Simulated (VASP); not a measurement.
Input:

```xyz
2
Lattice="1.7850 -3.0917 0.0000 1.7850 3.0917 0.0000 0.0000 0.0000 5.6610" Properties=species:S:1:pos:R:3 pbc="T T T"
Lu     1.7850     1.0306     1.4152
Lu     1.7850    -1.0306     4.2457
```

These are PBE GGA, VASP's PBE PAW potentials (set 64) (plane waves; VASP) values and carry that method's errors. Run with 400 eV cut-off, 11×11×6 Γ-centred mesh, first-order Methfessel-Paxton smearing of 0.10 eV, potentials Lu_3.

Q: Estimate the energy per atom (σ→0), pressure, band gap (on the k-mesh) with the smallest direct gap where there is one.

A: 
```json
{
 "band gap (on the k-mesh)": "none (metal, semimetal or under 0.01 eV)",
 "energy per atom (σ→0)": "-4.438 eV/atom",
 "pressure": "-2.62 GPa"
}
```

Total energies compare only between runs with the same potentials, cut-off and functional.

The compound is Lu in the hcp structure. The cell was not relaxed at this level.
